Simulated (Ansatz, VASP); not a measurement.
## Si2Mo: VASP beside Ansatz

Wanted: the spread between two codes on one cell, functional and k mesh. The cell is taken from a series of runs on this material, whose earlier steps may have relaxed, scaled, displaced or heated it; both programs get it as it stands.

Main program and level: Ansatz 0.2.0; plane waves, with VASP 6.6.1 beside it; zone-centre phonons at PBEsol.

## 1. The starting structure

Symmetry: I4/mmm, No. 139, tetragonal system. Conventional cell: a = 3.202 Å, b = 3.202 Å, c = 7.664 Å, α = 90.00°, β = 90.00°, γ = 90.00°. Nearest to Si lie 5 Si at 2.53 to 2.61 Å and 5 Mo at 2.57 to 2.59 Å. Mo has 10 Si at 2.57 to 2.59 Å nearest. Farther neighbours are not listed.

## 2. VASP: zone-centre phonons, PBEsol

Second derivatives magnify differences that forces hide, and they need a tight electronic threshold.

Lines of VASP's logs that name or quote its potential files are left out, and so is its time.

File INCAR:

```
SYSTEM = Si2Mo
PREC = Accurate
ENCUT = 500
EDIFF = 1E-08
NELM = 120
ISMEAR = 1
SIGMA = 0.2
LREAL = .FALSE.
ALGO = Normal
GGA = PS
NBANDS = 17
LASPH = .TRUE.
LORBIT = 11
LWAVE = .FALSE.
LCHARG = .FALSE.
ISIF = 2
IBRION = 8
GGA_COMPAT = .FALSE.
KPAR = 2
```

File POSCAR:

```
Si2Mo
1.0
   -1.6010354083      1.6010354083      3.8320789114
    1.6010354083     -1.6010354083      3.8320789114
    1.6010354083      1.6010354083     -3.8320789114
Si Mo
2 1
Direct
    0.3347820094      0.3347820094      0.0000000000
    0.6652179906      0.6652179906      0.0000000000
    0.0000000000      0.0000000000      0.0000000000
```

File KPOINTS:

```
Automatic mesh
0
Gamma
20 20 20
0 0 0
```

PAW data sets: Si and Mo_sv (PBE family, release 64).

Launch:

```console
mpirun -np 2 vasp_std
```

Numbers of over 12 decimals in the logs are rounded to 6 here.

Output:

```text
[banner, memory and clock lines left out]
running    2 mpi-ranks, on    1 nodes
 distrk:  each k-point on    1 cores,    2 groups
 distr:  one band on    1 cores,    1 groups

 POSCAR found type information on POSCAR SiMo
 POSCAR found :  2 types and       3 ions
|                                                                             |
|               ----> ADVICE to this user running VASP <----                  |
|                                                                             |
|     You enforced a specific xc type in the INCAR file but a different       |
|     [... a line on the potential file left out ...]
|     I HOPE YOU KNOW WHAT YOU ARE DOING!                                     |
|                                                                             |

 LDA part: xc-table for (Slater+PW92), standard interpolation
 POSCAR, INCAR and KPOINTS ok, starting setup
 FFT: planning ... GRIDC
 FFT: planning ... GRID_SOFT
 FFT: planning ... GRID
 WAVECAR not read
 entering main loop
       N       E                     dE             d eps       ncg     rms          rms(c)
DAV:   1     0.116543360554E+03    0.11654E+03   -0.11144E+04 21818   0.120E+03
DAV:   2    -0.232598832965E+02   -0.13980E+03   -0.13736E+03 26849   0.306E+02
DAV:   3    -0.260049442601E+02   -0.27451E+01   -0.27267E+01 27279   0.389E+01
DAV:   4    -0.260191110700E+02   -0.14167E-01   -0.14157E-01 26812   0.311E+00
DAV:   5    -0.260192055173E+02   -0.94447E-04   -0.94441E-04 27324   0.255E-01    0.239E+01
DAV:   6    -0.252116402964E+02    0.80757E+00   -0.60287E+00 23585   0.165E+01    0.531E+00
DAV:   7    -0.250915247971E+02    0.12012E+00   -0.78882E-01 22981   0.561E+00    0.486E+00
DAV:   8    -0.250530580868E+02    0.38467E-01   -0.10068E-01 23887   0.242E+00    0.409E-01
DAV:   9    -0.250522843931E+02    0.77369E-03   -0.17358E-03 27731   0.350E-01    0.235E-01
DAV:  10    -0.250521855560E+02    0.98837E-04   -0.45448E-04 24548   0.192E-01    0.561E-02
DAV:  11    -0.250521734448E+02    0.12111E-04   -0.15164E-04 23927   0.957E-02    0.365E-02
DAV:  12    -0.250521709684E+02    0.24764E-05   -0.21740E-05 23398   0.335E-02    0.685E-03
DAV:  13    -0.250521705397E+02    0.42877E-06   -0.79925E-07 24126   0.803E-03    0.216E-03
DAV:  14    -0.250521704654E+02    0.74243E-07   -0.11271E-08 21045   0.909E-04    0.445E-04
DAV:  15    -0.250521704500E+02    0.15452E-07   -0.32556E-09 12042   0.512E-04    0.467E-04
DAV:  16    -0.250521704494E+02    0.60572E-09   -0.77723E-10 11658   0.248E-04
   1 F= -.25052170E+02 E0= -.25052365E+02  d E =0.583716E-03
 Linear response reoptimize wavefunctions to high precision
DAV:   1    -0.250521704495E+02   -0.17781E-09   -0.82081E-11 12001   0.710E-05
DAV:   2    -0.250521704496E+02   -0.17735E-10   -0.94532E-12 11561   0.253E-05
 Linear response DOF=           4
 Linear response progress:
  Degree of freedom:   1/  4
       N       E                     dE             d eps       ncg     rms          rms(c)
RMM:   1    -0.208263116564E-01   -0.20826E-01   -0.14032E-02178344   0.897E-01
RMM:   2    -0.164401878776E-01    0.43861E-02   -0.13280E-03114902   0.228E-01    0.935E-02
RMM:   3    -0.165192845515E-01   -0.79097E-04   -0.17016E-04114726   0.648E-02    0.501E-02
RMM:   4    -0.166766183534E-01   -0.15733E-03   -0.10417E-04118951   0.484E-02    0.104E-02
RMM:   5    -0.166623631384E-01    0.14255E-04    0.13506E-07120996   0.126E-02    0.180E-03
RMM:   6    -0.166660021170E-01   -0.36390E-05   -0.41625E-07122001   0.262E-03    0.622E-04
RMM:   7    -0.166639888687E-01    0.20132E-05    0.46770E-08128013   0.801E-04    0.151E-04
RMM:   8    -0.166645789050E-01   -0.59004E-06   -0.17947E-08128838   0.198E-04    0.406E-05
RMM:   9    -0.166645932906E-01   -0.14386E-07    0.11901E-08125762   0.690E-05    0.130E-05
RMM:  10    -0.166646204087E-01   -0.27118E-07    0.11216E-09133499   0.294E-05    0.462E-06
RMM:  11    -0.166646346829E-01   -0.14274E-07   -0.11323E-09128628   0.231E-05    0.112E-06
RMM:  12    -0.166646338734E-01    0.80952E-09    0.45756E-09114688   0.179E-05    0.265E-07
 first order change of Fermi-energy   0.19229E-04
 force on displaced ion       1 direction 1 :  -8.423   0.000  -0.000
 Linear response progress:
  Degree of freedom:   2/  4
       N       E                     dE             d eps       ncg     rms          rms(c)
RMM:   1    -0.295991237791E-01   -0.29599E-01   -0.60230E-03 53578   0.114E+00
RMM:   2    -0.222904713588E-01    0.73087E-02   -0.22670E-03 36536   0.293E-01    0.146E-01
RMM:   3    -0.222984553845E-01   -0.79840E-05   -0.50390E-04 34002   0.110E-01    0.992E-02
RMM:   4    -0.223778997038E-01   -0.79444E-04   -0.98034E-05 34922   0.588E-02    0.335E-02
RMM:   5    -0.224200772034E-01   -0.42177E-04   -0.13653E-05 36644   0.224E-02    0.148E-02
RMM:   6    -0.224215715370E-01   -0.14943E-05   -0.22161E-06 37116   0.869E-03    0.248E-03
RMM:   7    -0.224226024067E-01   -0.10309E-05    0.73951E-08 36220   0.231E-03    0.646E-04
RMM:   8    -0.224210787933E-01    0.15236E-05   -0.12689E-07 37832   0.887E-04    0.302E-04
RMM:   9    -0.224216619767E-01   -0.58318E-06    0.57548E-09 37807   0.262E-04    0.386E-05
RMM:  10    -0.224217698042E-01   -0.10783E-06    0.12069E-08 39231   0.101E-04    0.200E-05
RMM:  11    -0.224217943773E-01   -0.24573E-07    0.38491E-09 38706   0.343E-05    0.230E-06
RMM:  12    -0.224217864820E-01    0.78952E-08    0.64724E-11 41554   0.207E-05    0.156E-06
 first order change of Fermi-energy  -0.26991E+00
 force on displaced ion       1 direction 3 :  -0.000  -0.000 -15.147
 Linear response progress:
  Degree of freedom:   3/  4
       N       E                     dE             d eps       ncg     rms          rms(c)
RMM:   1    -0.783235840833E+00   -0.78324E+00    0.42005E+00 42897   0.219E+01
RMM:   2    -0.584741985162E+00    0.19849E+00   -0.28421E-01 60540   0.368E+00    0.160E-01
RMM:   3    -0.584339461604E+00    0.40252E-03   -0.45568E-03 77790   0.482E-01    0.889E-02
RMM:   4    -0.583410409464E+00    0.92905E-03   -0.40459E-04 83443   0.148E-01    0.241E-02
RMM:   5    -0.583287294036E+00    0.12312E-03   -0.42622E-05 91413   0.398E-02    0.939E-03
RMM:   6    -0.583294717111E+00   -0.74231E-05   -0.55591E-06 81700   0.133E-02    0.116E-03
RMM:   7    -0.583296150819E+00   -0.14337E-05   -0.10628E-06 92090   0.454E-03    0.555E-04
RMM:   8    -0.583299527063E+00   -0.33762E-05   -0.15272E-07 86095   0.156E-03    0.262E-04
RMM:   9    -0.583303773733E+00   -0.42467E-05   -0.14744E-08 83808   0.848E-04    0.281E-05
RMM:  10    -0.583303716992E+00    0.56741E-07   -0.17225E-08 91421   0.406E-04    0.176E-05
RMM:  11    -0.583304033177E+00   -0.31619E-06   -0.17354E-08 88313   0.250E-04    0.684E-06
RMM:  12    -0.583304169995E+00   -0.13682E-06   -0.22218E-08 91713   0.160E-04    0.259E-06
RMM:  13    -0.583304113704E+00    0.56290E-07   -0.21433E-08 83994   0.120E-04    0.220E-06
RMM:  14    -0.583304122025E+00   -0.83204E-08   -0.25665E-08 81508   0.983E-05    0.246E-06
 first order change of Fermi-energy  -0.10386E-02
 force on displaced ion       3 direction 1 : -10.239  -0.000  -0.000
 Linear response progress:
  Degree of freedom:   4/  4
       N       E                     dE             d eps       ncg     rms          rms(c)
RMM:   1    -0.816586241630E+00   -0.81659E+00    0.48031E+00 23242   0.226E+01
RMM:   2    -0.621133110552E+00    0.19545E+00   -0.29401E-01 33211   0.373E+00    0.179E-01
RMM:   3    -0.620131919132E+00    0.10012E-02   -0.46378E-03 41721   0.507E-01    0.921E-02
RMM:   4    -0.618825740288E+00    0.13062E-02   -0.61867E-04 43380   0.179E-01    0.260E-02
RMM:   5    -0.618643576058E+00    0.18216E-03   -0.66009E-05 49445   0.477E-02    0.141E-02
RMM:   6    -0.618539696890E+00    0.10388E-03   -0.81819E-06 49126   0.155E-02    0.368E-03
RMM:   7    -0.618546747849E+00   -0.70510E-05   -0.11900E-06 45550   0.638E-03    0.563E-04
RMM:   8    -0.618549977542E+00   -0.32297E-05   -0.51162E-08 50080   0.205E-03    0.353E-04
RMM:   9    -0.618552262606E+00   -0.22851E-05   -0.42463E-08 47980   0.837E-04    0.201E-04
RMM:  10    -0.618554689935E+00   -0.24273E-05    0.38077E-08 46180   0.507E-04    0.225E-05
RMM:  11    -0.618554332878E+00    0.35706E-06   -0.61923E-09 47527   0.259E-04    0.108E-05
RMM:  12    -0.618554245331E+00    0.87547E-07   -0.26996E-09 50336   0.160E-04    0.506E-06
RMM:  13    -0.618554294527E+00   -0.49196E-07   -0.11926E-08 48588   0.120E-04    0.287E-06
RMM:  14    -0.618554364399E+00   -0.69872E-07   -0.77855E-09 47818   0.100E-04    0.853E-07
RMM:  15    -0.618554398703E+00   -0.34304E-07   -0.18945E-08 49338   0.895E-05    0.659E-07
RMM:  16    -0.618554388896E+00    0.98073E-08   -0.12304E-08 40574   0.824E-05    0.117E-07
 first order change of Fermi-energy   0.53806E-03
 force on displaced ion       3 direction 3 :   0.000   0.000 -15.498
 Linear response finished
```

Parts of OUTCAR (step 2):

```text
ion  position               nearest neighbor table
   1  0.335  0.335  0.000-   2 2.53   3 2.57   3 2.59   3 2.59   3 2.59   3 2.59   2 2.61   2 2.61
                             2 2.61   2 2.61
   2  0.665  0.665  0.000-   1 2.53   3 2.57   3 2.59   3 2.59   3 2.59   3 2.59   1 2.61   1 2.61
                             1 2.61   1 2.61
   3  0.000  0.000  0.000-   1 2.57   2 2.57   2 2.59   1 2.59   2 2.59   2 2.59   2 2.59   1 2.59
                             1 2.59   1 2.59

  LATTYP: Found a body centered tetragonal cell.
 ALAT       =     3.2020708166
 C/A-ratio  =     2.3935004133

 Subroutine GETGRP returns: Found 16 space group operations
 (whereof 16 operations were pure point group operations)

The static configuration has the point symmetry D_4h.

 Found    641 irreducible k-points:

   k-points           NKPTS =    641   k-points in BZ     NKDIM =    641   number of bands    NBANDS=     17

   dimension x,y,z NGX =    32 NGY =   32 NGZ =   32
   dimension x,y,z NGXF=    64 NGYF=   64 NGZF=   64

   ENCUT  =  500.0 eV  36.75 Ry    6.06 a.u.   8.12  8.12  8.12*2*pi/ulx,y,z

   NELECT =      22.0000    total number of electrons

 k-points in reciprocal lattice and weights: Automatic mesh
   0.00000000  0.00000000  0.00000000       0.000
   0.05000000 -0.00000000  0.00000000       0.001
   0.10000000 -0.00000000  0.00000000       0.001
   0.15000000  0.00000000 -0.00000000       0.001
   0.20000000 -0.00000000  0.00000000       0.001
   0.25000000 -0.00000000  0.00000000       0.001
   0.30000000  0.00000000 -0.00000000       0.001
   0.35000000  0.00000000  0.00000000       0.001
   0.40000000 -0.00000000  0.00000000       0.001
[...]
-0.45000000 -0.45000000  0.45000000       0.000
   0.50000000  0.50000000  0.50000000       0.000

 average (electrostatic) potential at core
       1 -76.8408       2 -76.8408       3 -68.5683

  Total        0.0888556      0.0888556      2.7034054      0.0000000      0.0000000     -0.0000000
  in kB        3.6232572      3.6232572    110.2365089      0.0000000      0.0000000     -0.0000000
  external PRESSURE =      39.1610077 kB  Pullay stress =       0.0000000 kB

  energy-cutoff  :      500.00
  volume of cell :       39.29
      direct lattice vectors                 reciprocal lattice vectors
    -1.601035408  1.601035408  3.832078911     0.000000000  0.312297903  0.130477480
     1.601035408 -1.601035408  3.832078911     0.312297903  0.000000000  0.130477480
     1.601035408  1.601035408 -3.832078911     0.312297903  0.312297903  0.000000000

 POSITION                                       TOTAL-FORCE (eV/Angst)
 -----------------------------------------------------------------------------------
      0.00000      0.00000      2.56582         0.000000      0.000000     -0.003300
      0.00000      0.00000      5.09834        -0.000000     -0.000000      0.003300
      0.00000      0.00000      0.00000        -0.000000     -0.000000     -0.000000
 -----------------------------------------------------------------------------------
    total drift:                               -0.000000      0.000000     -0.000000

 Eigenvectors and eigenvalues of the dynamical matrix
 ----------------------------------------------------

   1 f  =   14.007448 THz    88.011392 2PiTHz  467.238173 cm-1    57.930124 meV
             X         Y         Z           dx          dy          dz
      0.000000  0.000000  2.565822    -0.000000    0.000000   -0.707107
      0.000000  0.000000  5.098336     0.000000   -0.000000    0.707107
      0.000000  0.000000  0.000000     0.000000    0.000000    0.000000

   2 f  =   10.338979 THz    64.961721 2PiTHz  344.871218 cm-1    42.758562 meV
             X         Y         Z           dx          dy          dz
      0.000000  0.000000  2.565822     0.000000   -0.000000    0.561539
      0.000000  0.000000  5.098336     0.000000    0.000000    0.561539
      0.000000  0.000000  0.000000     0.000000    0.000000   -0.607740

   3 f  =   10.105162 THz    63.492605 2PiTHz  337.071920 cm-1    41.791573 meV
             X         Y         Z           dx          dy          dz
      0.000000  0.000000  2.565822     0.629683   -0.321712   -0.000000
      0.000000  0.000000  5.098336    -0.629683    0.321712    0.000000
      0.000000  0.000000  0.000000     0.000000    0.000000    0.000000

   4 f  =   10.105162 THz    63.492605 2PiTHz  337.071920 cm-1    41.791573 meV
             X         Y         Z           dx          dy          dz
      0.000000  0.000000  2.565822     0.321712    0.629683    0.000000
      0.000000  0.000000  5.098336    -0.321712   -0.629683   -0.000000
      0.000000  0.000000  0.000000     0.000000    0.000000    0.000000

   5 f  =    8.400723 THz    52.783300 2PiTHz  280.217961 cm-1    34.742584 meV
             X         Y         Z           dx          dy          dz
      0.000000  0.000000  2.565822    -0.000000   -0.561422    0.000000
      0.000000  0.000000  5.098336     0.000000   -0.561422   -0.000000
      0.000000  0.000000  0.000000     0.000000    0.607956    0.000000

   6 f  =    8.400723 THz    52.783300 2PiTHz  280.217961 cm-1    34.742584 meV
             X         Y         Z           dx          dy          dz
      0.000000  0.000000  2.565822    -0.561422   -0.000000    0.000000
      0.000000  0.000000  5.098336    -0.561422   -0.000000   -0.000000
      0.000000  0.000000  0.000000     0.607956   -0.000000    0.000000

   7 f/i=    0.000806 THz     0.005065 2PiTHz    0.026889 cm-1     0.003334 meV
             X         Y         Z           dx          dy          dz
      0.000000  0.000000  2.565822     0.000000    0.000000   -0.429737
      0.000000  0.000000  5.098336     0.000000    0.000000   -0.429737
      0.000000  0.000000  0.000000     0.000000    0.000000   -0.794136

   8 f/i=    0.002946 THz     0.018508 2PiTHz    0.098254 cm-1     0.012182 meV
             X         Y         Z           dx          dy          dz
      0.000000  0.000000  2.565822    -0.418482   -0.098376    0.000000
      0.000000  0.000000  5.098336    -0.418482   -0.098376   -0.000000
      0.000000  0.000000  0.000000    -0.772902   -0.181693    0.000000

   9 f/i=    0.002946 THz     0.018508 2PiTHz    0.098254 cm-1     0.012182 meV
             X         Y         Z           dx          dy          dz
      0.000000  0.000000  2.565822    -0.098376    0.418482   -0.000000
      0.000000  0.000000  5.098336    -0.098376    0.418482    0.000000
      0.000000  0.000000  0.000000    -0.181693    0.772902    0.000000

 ELASTIC MODULI CONTR FROM IONIC RELAXATION (kBar)
 Direction    XX          YY          ZZ          XY          YZ          ZX
 --------------------------------------------------------------------------------
 XX         -11.4970    -11.4970    -16.3196      0.0000      0.0000      0.0000
 YY         -11.4970    -11.4970    -16.3196      0.0000      0.0000      0.0000
 ZZ         -16.3196    -16.3196    -23.1649      0.0000      0.0000      0.0000
 XY           0.0000      0.0000      0.0000      0.0000      0.0000      0.0000
 YZ           0.0000      0.0000      0.0000      0.0000    -31.3254      0.0000
 ZX           0.0000      0.0000      0.0000      0.0000      0.0000    -11.5913
 --------------------------------------------------------------------------------
```

(Part 1 of 2 ends here.)

[Lines on the potential files, build, host, timing and source positions are cut from VASP's logs without a mark.]

[Logs are printed without paths, hosts, clocks, repeated set-up lines and the standing remarks that a program may print on its own settings, such as how far it seeks lower states.]

[Hosts, paths, dates, database ids (printed as entryN), source tags and the programs' standing remarks are cut or masked in the printed files.]
